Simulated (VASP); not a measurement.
Given:

```
Li2O
1.0
    0.00000     2.32127     2.32127
    2.32127     0.00000     2.32127
    2.32127     2.32127     0.00000
Li O
2 1
Direct
  0.25000   0.25000   0.25000
  0.75000   0.75000   0.75000
  0.00000   0.00000   0.00000
```

The numbers are results of vdW-DF2, VASP's PBE PAW potentials (set 64) (plane waves; VASP), not measurements. Run with 520 eV cut-off, Gaussian smearing of 0.050 eV, potentials Li_sv O.

Question: Give the energies of bands 4 to 8 at the high-symmetry points, in eV from the valence-band maximum.

Answer: 
```
band      Γ      X      U      L      W
----  -----  -----  -----  -----  -----
4      0.00  -1.55  -1.92  -2.64  -1.73
5      0.00  -1.34  -1.47  -0.43  -1.44
6      0.00  -1.34  -1.05  -0.43  -1.44
7      5.53   5.32   6.84   9.47   7.48
8     11.82  13.40  11.52   9.75  10.34
```

The gap is indirect, 5.32 eV, from the valence maximum at Γ to the conduction minimum at X.

Measured: gap 8.00 eV (computed value off by -2.68 eV), as given by Das et al., (2018), arXiv:1807.05623.

The compound is Li2O in the antifluorite structure. It was relaxed first.
